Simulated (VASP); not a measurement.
Output of a VASP run:

OSZICAR:
```
...
RMM:   3    -0.316623631665E+03   -0.20323E-03   -0.45650E-03   760   0.150E-01    0.720E-02
RMM:   4    -0.316623620390E+03    0.11274E-04   -0.52665E-04   762   0.560E-02    0.536E-02
RMM:   5    -0.316623598199E+03    0.22192E-04   -0.13760E-04   713   0.276E-02    0.196E-02
RMM:   6    -0.316623601159E+03   -0.29605E-05   -0.43855E-05   579   0.120E-02
  12 F= -.31662360E+03 E0= -.31662360E+03  d E =-.181946E-02
       N       E                     dE             d eps       ncg     rms          rms(c)
DAV:   1    -0.316621573518E+03    0.20247E-02   -0.13606E+00   784   0.223E+00    0.166E-01
RMM:   2    -0.316623559696E+03   -0.19862E-02   -0.21297E-02   760   0.302E-01    0.975E-02
RMM:   3    -0.316623676307E+03   -0.11661E-03   -0.26134E-03   760   0.113E-01    0.553E-02
RMM:   4    -0.316623670179E+03    0.61278E-05   -0.30533E-04   756   0.426E-02    0.413E-02
RMM:   5    -0.316623657514E+03    0.12665E-04   -0.79673E-05   684   0.209E-02    0.150E-02
RMM:   6    -0.316623659192E+03   -0.16779E-05   -0.25040E-05   499   0.905E-03
  13 F= -.31662366E+03 E0= -.31662366E+03  d E =-.187750E-02
       N       E                     dE             d eps       ncg     rms          rms(c)
DAV:   1    -0.316623468277E+03    0.18924E-03   -0.20816E-01   816   0.870E-01    0.606E-02
RMM:   2    -0.316623758579E+03   -0.29030E-03   -0.31129E-03   760   0.115E-01    0.356E-02
RMM:   3    -0.316623773613E+03   -0.15034E-04   -0.36958E-04   750   0.426E-02    0.206E-02
RMM:   4    -0.316623772160E+03    0.14528E-05   -0.41650E-05   591   0.155E-02
  14 F= -.31662377E+03 E0= -.31662377E+03  d E =-.199046E-02
       N       E                     dE             d eps       ncg     rms          rms(c)
DAV:   1    -0.316622637352E+03    0.11363E-02   -0.15453E+00   768   0.236E+00    0.189E-01
RMM:   2    -0.316624807954E+03   -0.21706E-02   -0.23591E-02   760   0.321E-01    0.124E-01
RMM:   3    -0.316624928058E+03   -0.12010E-03   -0.28710E-03   760   0.119E-01    0.633E-02
RMM:   4    -0.316624918388E+03    0.96695E-05   -0.34439E-04   759   0.456E-02    0.510E-02
RMM:   5    -0.316624905070E+03    0.13319E-04   -0.95569E-05   702   0.227E-02    0.163E-02
RMM:   6    -0.316624907461E+03   -0.23917E-05   -0.26379E-05   504   0.949E-03
  15 F= -.31662491E+03 E0= -.31662491E+03  d E =-.113530E-02
       N       E                     dE             d eps       ncg     rms          rms(c)
DAV:   1    -0.316624899089E+03    0.59803E-05   -0.46319E-03   840   0.130E-01    0.139E-02
RMM:   2    -0.316624906833E+03   -0.77441E-05   -0.84096E-05   702   0.190E-02    0.890E-03
RMM:   3    -0.316624907489E+03   -0.65556E-06   -0.10804E-05   448   0.742E-03    0.396E-03
RMM:   4    -0.316624907531E+03   -0.41880E-07   -0.17987E-06   420   0.377E-03
  16 F= -.31662491E+03 E0= -.31662491E+03  d E =-.113537E-02
       N       E                     dE             d eps       ncg     rms          rms(c)
DAV:   1    -0.316624409595E+03    0.49789E-03   -0.81727E-01   792   0.170E+00    0.129E-01
RMM:   2    -0.316625478071E+03   -0.10685E-02   -0.11610E-02   760   0.223E-01    0.871E-02
RMM:   3    -0.316625533875E+03   -0.55804E-04   -0.14048E-03   760   0.833E-02    0.443E-02
RMM:   4    -0.316625527260E+03    0.66158E-05   -0.17499E-04   736   0.323E-02    0.374E-02
RMM:   5    -0.316625519613E+03    0.76462E-05   -0.52882E-05   630   0.163E-02
  17 F= -.31662552E+03 E0= -.31662552E+03  d E =-.612083E-03
```

**OUTCAR**
```
------------------------ aborting loop because EDIFF is reached ----------------------------------------
  FORCE on cell =-STRESS in cart. coord.  units (eV):
  Direction    XX          YY          ZZ          XY          YZ          ZX
  --------------------------------------------------------------------------------------
  Total      -28.9529432    -28.4638682    -31.7343182      0.0649743      0.0160888     -0.0575840
  in kB      -52.0029938    -51.1245558    -56.9986804      0.1167017      0.0288975     -0.1034278
  external PRESSURE =     -53.3754100 kB  Pullay stress =       0.0000000 kB
  volume of cell :      892.02
      direct lattice vectors                 reciprocal lattice vectors
     4.932320697 -8.543031406  0.000000000     0.101372159 -0.058527234  0.000000000
     4.932320697  8.543031406  0.000000000     0.101372159  0.058527234  0.000000000
     0.000000000  0.000000000 10.584775434     0.000000000  0.000000000  0.094475316
  FREE ENERGIE OF THE ION-ELECTRON SYSTEM (eV)
  ---------------------------------------------------
  free  energy   TOTEN  =      -316.6255196135 eV

  energy  without entropy=     -316.6255196135  energy(sigma->0) =     -316.62551961

 reached required accuracy - stopping structural energy minimisation
```
(Selected blocks of OUTCAR.)

### POSCAR
```
GaZn35O35
1
    4.9323206973    -8.5430314063     0.0000000000
    4.9323206973     8.5430314063     0.0000000000
    0.0000000000     0.0000000000    10.5847754337
Zn O Ga
35 35 1
Direct
  0.2222220000   0.1111110000   0.2500000000
  0.1111110000   0.2222220000   0.0000000000
  0.2222220000   0.1111110000   0.7500000000
  0.1082910000   0.2187710000   0.4958020000
  0.2236560000   0.4431480000   0.2484660000
  0.1111110000   0.5555560000   0.0000000000
  0.2222220000   0.4444440000   0.7500000000
  0.1138930000   0.5532350000   0.4960680000
  0.2222220000   0.7777780000   0.2500000000
  0.1111110000   0.8888890000   0.0000000000
  0.2222220000   0.7777780000   0.7500000000
  0.1111110000   0.8888890000   0.5000000000
  0.5555560000   0.1111110000   0.2500000000
  0.4444440000   0.2222220000   0.0000000000
  0.5555560000   0.1111110000   0.7500000000
  0.4444440000   0.2222220000   0.5000000000
  0.5555560000   0.4444440000   0.2500000000
  0.4444440000   0.5555560000   0.0000000000
  0.5555560000   0.4444440000   0.7500000000
  0.5555560000   0.7777780000   0.2500000000
  0.4444440000   0.8888890000   0.0000000000
  0.5555560000   0.7777780000   0.7500000000
  0.4444440000   0.8888890000   0.5000000000
  0.8888890000   0.1111110000   0.2500000000
  0.7777780000   0.2222220000   0.0000000000
  0.8888890000   0.1111110000   0.7500000000
  0.7777780000   0.2222220000   0.5000000000
  0.8888890000   0.4444440000   0.2500000000
  0.7777780000   0.5555560000   0.0000000000
  0.8888890000   0.4444440000   0.7500000000
  0.7777780000   0.5555560000   0.5000000000
  0.8888890000   0.7777780000   0.2500000000
  0.7777780000   0.8888890000   0.0000000000
  0.8888890000   0.7777780000   0.7500000000
  0.7777780000   0.8888890000   0.5000000000
  0.2222220000   0.1111110000   0.4410000000
  0.1111110000   0.2222220000   0.1910000000
  0.2222220000   0.1111110000   0.9410000000
  0.1111110000   0.2222220000   0.6910000000
  0.1111110000   0.5555560000   0.1910000000
  0.2222220000   0.4444440000   0.9410000000
  0.1111110000   0.5555560000   0.6910000000
  0.2222220000   0.7777780000   0.4410000000
  0.1111110000   0.8888890000   0.1910000000
  0.2222220000   0.7777780000   0.9410000000
  0.1111110000   0.8888890000   0.6910000000
  0.5555560000   0.1111110000   0.4410000000
  0.4444440000   0.2222220000   0.1910000000
  0.5555560000   0.1111110000   0.9410000000
  0.4444440000   0.2222220000   0.6910000000
  0.5555560000   0.4444440000   0.4410000000
  0.4444440000   0.5555560000   0.1910000000
  0.5555560000   0.4444440000   0.9410000000
  0.4444440000   0.5555560000   0.6910000000
  0.5555560000   0.7777780000   0.4410000000
  0.4444440000   0.8888890000   0.1910000000
  0.5555560000   0.7777780000   0.9410000000
  0.4444440000   0.8888890000   0.6910000000
  0.8888890000   0.1111110000   0.4410000000
  0.7777780000   0.2222220000   0.1910000000
  0.8888890000   0.1111110000   0.9410000000
  0.7777780000   0.2222220000   0.6910000000
  0.8888890000   0.4444440000   0.4410000000
  0.7777780000   0.5555560000   0.1910000000
  0.8888890000   0.4444440000   0.9410000000
  0.7777780000   0.5555560000   0.6910000000
  0.8888890000   0.7777780000   0.4410000000
  0.7777780000   0.8888890000   0.1910000000
  0.8888890000   0.7777780000   0.9410000000
  0.7777780000   0.8888890000   0.6910000000
  0.4449270000   0.5508440000   0.4981570000
```

Problem. Write an INCAR and KPOINTS that could have produced this output.

Solution. Several could match; the one computed here: the input of the run itself, PBE GGA, plane waves, VASP's PBE PAW potentials (set 64).

KPOINTS:
```
kpoints
0
Gamma
 1 1 1
0 0 0
```

### INCAR
```
SYSTEM = GaZn35O35
PREC = Normal
ENCUT = 400
EDIFF = 1E-5
NELM = 100
ALGO = Fast
LREAL = Auto
LASPH = .TRUE.
ISMEAR = 0
SIGMA = 0.05
GGA = PE
LMAXMIX = 4
LWAVE = .FALSE.
LCHARG = .FALSE.
NELMIN = 4
ISYM = 0
NELECT = 632.0
IBRION = 2
ISIF = 2
NSW = 70
EDIFFG = -0.03
```

POTCAR, in this order: Zn O Ga (PBE.64 set). Program: vasp_gam.

At this cut-off the stress carries a Pulay error, which pulls relaxed volumes low. The cell is charged, with a uniform compensating background. The supercell is sampled at Γ alone, which is coarse: total energies, pressure and levels can be off, energies of defects by several tenths of an eV.

The cell is a supercell with a defect, built from ZnO (wurtzite): Ga_Zn-vac_O, charge +1. The run is not spin-polarised, so no state with unpaired spins was tried.
